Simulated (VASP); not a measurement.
All values below come from PBEsol GGA, VASP's PBE PAW potentials (set 64) (plane waves; VASP).

The input files of a VASP run:

### KPOINTS
```
Automatic mesh
0
Gamma
12 12 1
0 0 0
```

File POSCAR:
```
Rh(111) slab
1
    2.6727229346     0.0000000000     0.0000000000
   -1.3363614673     2.3146455049     0.0000000000
   -0.0000000000    -0.0000000000    25.8316105439
Rh
5
Direct
  0.6666670000   0.3333330000   0.3310390000
  0.3333330000   0.6666670000   0.4155190000
  0.0000000000   0.0000000000   0.5000000000
  0.6666670000   0.3333330000   0.5844810000
  0.3333330000   0.6666670000   0.6689610000
```

**INCAR**
```
# general
SYSTEM  = Rh(111) slab
PREC    = Normal
ENCUT   = 400
LREAL   = .FALSE.
LASPH   = .TRUE.

# electronic loop
EDIFF   = 1E-5
NELM    = 100
NELMIN  = 4
ALGO    = Normal
LMAXMIX = 4

# smearing
ISMEAR  = 1
SIGMA   = 0.1

# functional
GGA     = PS

# ions
IBRION  = 2
NSW     = 50
ISIF    = 2
EDIFFG  = -0.03

# output
LWAVE   = .TRUE.
LCHARG  = .FALSE.

# other
LDIPOL  = .TRUE.
IDIPOL  = 3
DIPOL   = 0.5 0.5 0.5
```

POTCAR, in this order: Rh_pv (PBE.64 set). Program: vasp_std.

Output of the run:

**OUTCAR**
```
 ion  position               nearest neighbor table
   1  0.667  0.333  0.331-   2 2.67   2 2.67   2 2.67
   2  0.333  0.667  0.416-   1 2.67   1 2.67   1 2.67   3 2.67   3 2.67   3 2.67
   3  0.000  0.000  0.500-   2 2.67   4 2.67   2 2.67   4 2.67   4 2.67   2 2.67
   4  0.667  0.333  0.584-   5 2.67   5 2.67   5 2.67   3 2.67   3 2.67   3 2.67
   5  0.333  0.667  0.669-   4 2.67   4 2.67   4 2.67
  LATTYP: Found a hexagonal cell.
 ALAT       =     2.6727229346
 C/A-ratio  =     9.6649039859
 Subroutine PRICEL returns:
 Original cell was already a primitive cell.
 Subroutine GETGRP returns: Found 12 space group operations
The static configuration has the point symmetry D_3d.
The dynamic configuration has the point symmetry D_3d.
 Subroutine INISYM returns: Found 12 space group operations
 Subroutine IBZKPT returns following result:
 Found     19 irreducible k-points:

 Following reciprocal coordinates:
            Coordinates               Weight
  0.000000  0.000000  0.000000      1.000000
  0.083333 -0.000000  0.000000      6.000000
  0.166667 -0.000000  0.000000      6.000000
  0.250000 -0.000000  0.000000      6.000000
  0.333333 -0.000000  0.000000      6.000000
  0.416667 -0.000000  0.000000      6.000000
  0.500000 -0.000000  0.000000      3.000000
  0.083333  0.083333  0.000000      6.000000
  0.166667  0.083333  0.000000     12.000000
  0.250000  0.083333  0.000000     12.000000
  0.333333  0.083333  0.000000     12.000000
  0.416667  0.083333  0.000000     12.000000
  0.166667  0.166667  0.000000      6.000000
  0.250000  0.166667  0.000000     12.000000
  0.333333  0.166667  0.000000     12.000000
  0.416667  0.166667  0.000000      6.000000
  0.250000  0.250000  0.000000      6.000000
  0.333333  0.250000  0.000000     12.000000
  0.333333  0.333333  0.000000      2.000000
   k-points           NKPTS =     19   k-points in BZ     NKDIM =     19   number of bands    NBANDS=     45
   number of dos      NEDOS =    301   number of ions     NIONS =      5
   total plane-waves  NPLWV =  24696
   dimension x,y,z NGX =    14 NGY =   14 NGZ =  126
   dimension x,y,z NGXF=    28 NGYF=   28 NGZF=  252
   ions per type =               5
   PREC   = normal    normal or accurate (medium, high low for compatibility)
   ISTART =      0    job   : 0-new  1-cont  2-samecut
   ICHARG =      2    charge: 1-file 2-atom 10-const
   ISPIN  =      1    spin polarized calculation?
   LNONCOLLINEAR =      F non collinear calculations
   LSORBIT =      F    spin-orbit coupling
   INIWAV =      1    electr: 0-lowe 1-rand  2-diag
   ENCUT  =  400.0 eV  29.40 Ry    5.42 a.u.   4.36  4.36 42.12*2*pi/ulx,y,z
   NELM   =    100;   NELMIN=  4; NELMDL= -5     # of ELM steps
   EDIFF  = 0.1E-04   stopping-criterion for ELM
   LREAL  =      F    real-space projection
   NLSPLINE    = F    spline interpolate recip. space projectors
   LMAXMIX     =    4 max onsite mixed and CHGCAR
   VOSKOWN=      0    Vosko Wilk Nusair interpolation
   EDIFFG = -.3E-01   stopping-criterion for IOM
   NSW    =     50    number of steps for IOM
   NBLOCK =      1;   KBLOCK =     50    inner block; outer block
   IBRION =      2    ionic relax: 0-MD 1-quasi-New 2-CG
   NFREE  =      1    steps in history (QN), initial steepest desc. (CG)
   ISIF   =      2    stress and relaxation
   ISYM   =      2    0-nonsym 1-usesym 2-fastsym
   TEIN   =    0.0    initial temperature
   TEBEG  =    0.0;   TEEND  =   0.0 temperature during run
   SMASS  =  -3.00    Nose mass-parameter (am)
   PSTRESS=    0.0 pullay stress
   NELECT =      75.0000    total number of electrons
   EFERMI =   0.00;   METHOD = LEGACY
   ISMEAR =     1;   SIGMA  =   0.10  broadening in eV -4-tet -1-fermi 0-gaus
   IALGO  =     38    algorithm
   LDIAG  =      T    sub-space diagonalisation (order eigenvalues)
...
```

File OSZICAR:
```
       N       E                     dE             d eps       ncg     rms          rms(c)
DAV:   1     0.708522110342E+03    0.70852E+03   -0.43885E+04  2190   0.137E+03
DAV:   2    -0.203799990594E+02   -0.72890E+03   -0.70978E+03  1905   0.450E+02
DAV:   3    -0.412978584484E+02   -0.20918E+02   -0.19714E+02  1967   0.802E+01
DAV:   4    -0.417913051000E+02   -0.49345E+00   -0.49088E+00  2022   0.109E+01
DAV:   5    -0.418060354995E+02   -0.14730E-01   -0.14123E-01  2121   0.161E+00    0.235E+01
DAV:   6    -0.393386900605E+02    0.24673E+01   -0.11744E+01  1843   0.223E+01    0.971E+00
DAV:   7    -0.575606624918E+02   -0.18222E+02   -0.81871E+01  1947   0.763E+01    0.385E+01
DAV:   8    -0.410159777663E+02    0.16545E+02   -0.25794E+01  1956   0.223E+01    0.154E+01
DAV:   9    -0.393992121421E+02    0.16168E+01   -0.62387E+00  1879   0.166E+01    0.865E+00
DAV:  10    -0.389435009084E+02    0.45571E+00   -0.45640E+00  1861   0.909E+00    0.411E+00
DAV:  11    -0.388257439971E+02    0.11776E+00   -0.56366E-01  1860   0.576E+00    0.950E-01
DAV:  12    -0.388202683252E+02    0.54757E-02   -0.20338E-02  1864   0.108E+00    0.752E-01
DAV:  13    -0.388232427280E+02   -0.29744E-02   -0.78461E-03  1980   0.627E-01    0.794E-01
DAV:  14    -0.388213607477E+02    0.18820E-02   -0.13219E-03  1885   0.282E-01    0.570E-01
DAV:  15    -0.388190989770E+02    0.22618E-02   -0.24367E-03  1922   0.381E-01    0.309E-01
DAV:  16    -0.388186378207E+02    0.46116E-03   -0.49423E-04  1761   0.156E-01    0.209E-01
DAV:  17    -0.388182141452E+02    0.42368E-03   -0.11649E-03  1739   0.233E-01    0.265E-02
DAV:  18    -0.388183152329E+02   -0.10109E-03   -0.29839E-04  1788   0.116E-01    0.731E-02
DAV:  19    -0.388183806915E+02   -0.65459E-04   -0.27410E-05  1149   0.417E-02    0.648E-02
DAV:  20    -0.388184012279E+02   -0.20536E-04   -0.12804E-05  1050   0.242E-02    0.463E-02
DAV:  21    -0.388184339416E+02   -0.32714E-04   -0.63173E-05  1167   0.545E-02    0.305E-03
DAV:  22    -0.388184506682E+02   -0.16727E-04   -0.75627E-06  1058   0.168E-02    0.880E-03
DAV:  23    -0.388184557809E+02   -0.51127E-05   -0.10824E-06   990   0.619E-03
   1 F= -.38818456E+02 E0= -.38819491E+02  d E =-.388185E+02
       N       E                     dE             d eps       ncg     rms          rms(c)
DAV:   1    -0.387663091657E+02    0.52142E-01   -0.71128E+00  2067   0.336E+01    0.539E-01
DAV:   2    -0.388590548566E+02   -0.92746E-01   -0.80951E-01  1743   0.620E+00    0.197E+00
DAV:   3    -0.388306800516E+02    0.28375E-01   -0.13066E-01  1823   0.272E+00    0.361E-01
DAV:   4    -0.388306731858E+02    0.68658E-05   -0.10790E-02  1843   0.680E-01    0.453E-01
DAV:   5    -0.388312718393E+02   -0.59865E-03   -0.10349E-02  1840   0.968E-01    0.448E-01
DAV:   6    -0.388293395528E+02    0.19323E-02   -0.50423E-03  1839   0.634E-01    0.912E-02
DAV:   7    -0.388293085278E+02    0.31025E-04   -0.30270E-04  1954   0.137E-01    0.339E-02
DAV:   8    -0.388293062120E+02    0.23157E-05   -0.24772E-05  1101   0.402E-02
   2 F= -.38829306E+02 E0= -.38830316E+02  d E =-.108504E-01
       N       E                     dE             d eps       ncg     rms          rms(c)
DAV:   1    -0.388280125943E+02    0.12959E-02   -0.17093E-01  2075   0.520E+00    0.843E-02
DAV:   2    -0.388300320198E+02   -0.20194E-02   -0.18308E-02  1743   0.942E-01    0.264E-01
DAV:   3    -0.388295469934E+02    0.48503E-03   -0.26012E-03  1818   0.372E-01    0.620E-02
DAV:   4    -0.388295402217E+02    0.67716E-05   -0.30426E-04  1851   0.115E-01    0.688E-02
DAV:   5    -0.388295607680E+02   -0.20546E-04   -0.25963E-04  1707   0.153E-01    0.687E-02
DAV:   6    -0.388295137677E+02    0.47000E-04   -0.14653E-04  1647   0.115E-01    0.842E-03
DAV:   7    -0.388295145867E+02   -0.81900E-06   -0.54076E-06   865   0.181E-02
   3 F= -.38829515E+02 E0= -.38830509E+02  d E =-.110588E-01
       N       E                     dE             d eps       ncg     rms          rms(c)
DAV:   1    -0.388246932904E+02    0.48205E-02   -0.76166E-01  2099   0.111E+01    0.184E-01
DAV:   2    -0.388324599512E+02   -0.77667E-02   -0.74658E-02  1720   0.193E+00    0.419E-01
DAV:   3    -0.388322971442E+02    0.16281E-03   -0.17283E-02  1906   0.942E-01    0.338E-01
DAV:   4    -0.388311936510E+02    0.11035E-02   -0.35373E-03  1921   0.401E-01    0.611E-02
DAV:   5    -0.388312542335E+02   -0.60582E-04   -0.43728E-04  1864   0.199E-01    0.841E-02
DAV:   6    -0.388311900698E+02    0.64164E-04   -0.31148E-04  1798   0.186E-01    0.380E-02
DAV:   7    -0.388311862374E+02    0.38325E-05   -0.25277E-05  1069   0.392E-02
   4 F= -.38831186E+02 E0= -.38832209E+02  d E =-.167165E-02
       N       E                     dE             d eps       ncg     rms          rms(c)
DAV:   1    -0.387744898258E+02    0.56700E-01   -0.68483E+00  2099   0.334E+01    0.564E-01
DAV:   2    -0.388474137920E+02   -0.72924E-01   -0.69346E-01  1730   0.586E+00    0.135E+00
DAV:   3    -0.388431979914E+02    0.42158E-02   -0.16879E-01  1901   0.304E+00    0.967E-01
DAV:   4    -0.388339002817E+02    0.92977E-02   -0.27904E-02  1934   0.112E+00    0.179E-01
DAV:   5    -0.388340134617E+02   -0.11318E-03   -0.19145E-03  1861   0.382E-01    0.166E-01
DAV:   6    -0.388338533200E+02    0.16014E-03   -0.16870E-03  1811   0.440E-01    0.114E-01
DAV:   7    -0.388337881198E+02    0.65200E-04   -0.22626E-04  1913   0.149E-01    0.443E-02
DAV:   8    -0.388337757267E+02    0.12393E-04   -0.64194E-05  1184   0.489E-02    0.537E-03
DAV:   9    -0.388337764158E+02   -0.68911E-06   -0.42072E-06   876   0.173E-02
   5 F= -.38833776E+02 E0= -.38834855E+02  d E =-.426183E-02
```

### OUTCAR
```
------------------------ aborting loop because EDIFF is reached ----------------------------------------
  FORCE on cell =-STRESS in cart. coord.  units (eV):
  Direction    XX          YY          ZZ          XY          YZ          ZX
  --------------------------------------------------------------------------------------
  Total       -3.1552500     -3.1552487     -0.7751177      0.0000000      0.0000000      0.0000000
  in kB      -31.6340242    -31.6340118     -7.7712041      0.0000000      0.0000000      0.0000000
  external PRESSURE =     -23.6797467 kB  Pullay stress =       0.0000000 kB
  volume of cell :      159.80
      direct lattice vectors                 reciprocal lattice vectors
     2.672722935  0.000000000  0.000000000     0.374150267  0.216015800  0.000000000
    -1.336361467  2.314645505  0.000000000     0.000000000  0.432031600  0.000000000
     0.000000000  0.000000000 25.831610544     0.000000000  0.000000000  0.038712259
 POSITION                                       TOTAL-FORCE (eV/Angst)
 -----------------------------------------------------------------------------------
      1.33636      0.77155      8.59410        -0.000000      0.000000      0.010465
     -0.00000      1.54310     10.73599         0.000000      0.000000      0.017393
      0.00000      0.00000     12.91581         0.000000      0.000000      0.000000
      1.33636      0.77155     15.09562        -0.000000     -0.000000     -0.017393
     -0.00000      1.54310     17.23751         0.000000     -0.000000     -0.010465
 -----------------------------------------------------------------------------------
    total drift:                                0.000000      0.000000      0.000000
  FREE ENERGIE OF THE ION-ELECTRON SYSTEM (eV)
  ---------------------------------------------------
  free  energy   TOTEN  =       -38.8337764158 eV

  energy  without entropy=      -38.8370121022  energy(sigma->0) =      -38.83485498

 reached required accuracy - stopping structural energy minimisation
```
(Selected blocks of OUTCAR.)

**CONTCAR**
```
Rh(111) slab
   1.00000000000000
     2.6727229345999999    0.0000000000000000    0.0000000000000000
    -1.3363614672999999    2.3146455049000001    0.0000000000000000
     0.0000000000000000    0.0000000000000000   25.8316105438999983
  Rh
     5
Direct
     0.6666669999999968    0.3333330000000032    0.3326970105774970
     0.3333330000000032    0.6666669999999968    0.4156142904254208
     0.0000000000000000    0.0000000000000000    0.5000000000000000
     0.6666669999999968    0.3333330000000032    0.5843857095745794
     0.3333330000000032    0.6666669999999968    0.6673029894225031
```

**OUTCAR**
```
 val. band max:        2.0386451422   @ k =   0.0833   0.0833   0.0000

 cond. band min:       2.0508140449   @ k =   0.3333   0.1667   0.0000


 Fermi energy:         2.0433891568

 k-point     1 :       0.0000    0.0000    0.0000
  band No.  band energies     occupation
      1     -45.0482      2.00000
      2     -44.8311      2.00000
      3     -44.5180      2.00000
      4     -44.4410      2.00000
      5     -44.4410      2.00000
      6     -44.4290      2.00000
      7     -44.4290      2.00000
      8     -44.3089      2.00000
      9     -44.3089      2.00000
     10     -44.0897      2.00000
     11     -44.0749      2.00000
     12     -43.9955      2.00000
     13     -43.9955      2.00000
     14     -43.9954      2.00000
     15     -43.9954      2.00000
     16      -5.7950      2.00000
     17      -4.9073      2.00000
     18      -4.2215      2.00000
     19      -3.8571      2.00000
     20      -3.8375      2.00000
     21      -1.2342      2.00000
     22      -1.1457      2.00000
     23      -1.1457      2.00000
     24      -1.1335      2.00000
     25      -0.9848      2.00000
     26      -0.9848      2.00000
     27      -0.9373      2.00000
     28      -0.9373      2.00000
     29      -0.6841      2.00000
     30      -0.5275      2.00000
     31      -0.5275      2.00000
     32      -0.4552      2.00000
     33      -0.4552      2.00000
     34       0.5425      2.00000
     35       1.0270      2.00000
     36       1.0270      2.00000
     37       1.0977      2.00000
     38       1.0977      2.00000
     39       1.5649      2.00000
     40       1.5649      2.00000
     41       2.2335     -0.02172
     42       2.2335     -0.02172
     43       2.3873     -0.00001
     44       2.6028     -0.00000
     45       2.6028     -0.00000

 k-point     2 :       0.0833   -0.0000    0.0000
  band No.  band energies     occupation
      1     -45.0344      2.00000
      2     -44.8264      2.00000
      3     -44.5416      2.00000
...
```

The cell is a thin slab with vacuum, built from Rh (fcc): (111) face.
